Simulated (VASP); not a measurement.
These are PBE GGA, VASP's PBE PAW potentials (set 64) (plane waves; VASP) values and carry that method's errors.

VASP input:

File POSCAR:
```
RhAl
1.0
  4.1973672567   0.0000000000   0.0000000000
 -2.0986836284   3.6350264403   0.0000000000
  0.0000000000   0.0000000000   4.8658534660
Rh Al
2 2
Cartesian
 -0.0000020987   2.4233521719   4.5613341624
  2.0986857270   1.2116742684   2.1284074294
 -0.0000020987   2.4233521719   2.1292143533
  2.0986857270   1.2116742684   4.5621410863
```

**KPOINTS**
```
Automatic
0
gamma
  8 8 6
```

### INCAR
```
SYSTEM = RhAl
PREC = Accurate; ENCUT = 400; LREAL = .FALSE.
LASPH = .TRUE.
EDIFF = 1E-6; NELM = 100; ALGO = Normal
LMAXMIX = 4
ISMEAR = 1; SIGMA = 0.1
GGA = PE
IBRION = 2; NSW = 60; ISIF = 3
EDIFFG = -0.02
LWAVE = .FALSE.; LCHARG = .FALSE.
```

POTCAR, in this order: Rh_pv Al (PBE.64 set). Program: vasp_std.

Task: What will the output report for the number of irreducible k-points (NKPTS), number of bands (NBANDS), largest plane-wave count, number of space-group operations, FFT grid (NGX, NGY, NGZ)?

Result: 
| Quantity | Result |
|---|---|
| number of irreducible k-points (NKPTS) | 40 |
| number of bands (NBANDS) | 22 |
| largest plane-wave count | 1364 |
| number of space-group operations | 12 |
| FFT grid (NGX, NGY, NGZ) | 28 × 28 × 32 |

The structure was generated: RhAl was put into the wurtzite type (P6_3mc), which need not be its known phase. This run relaxes it. It ends in space group P6_3/mmc. Symmetry was kept, so distortions that lower it aren't found. The start is the result of an earlier pass.
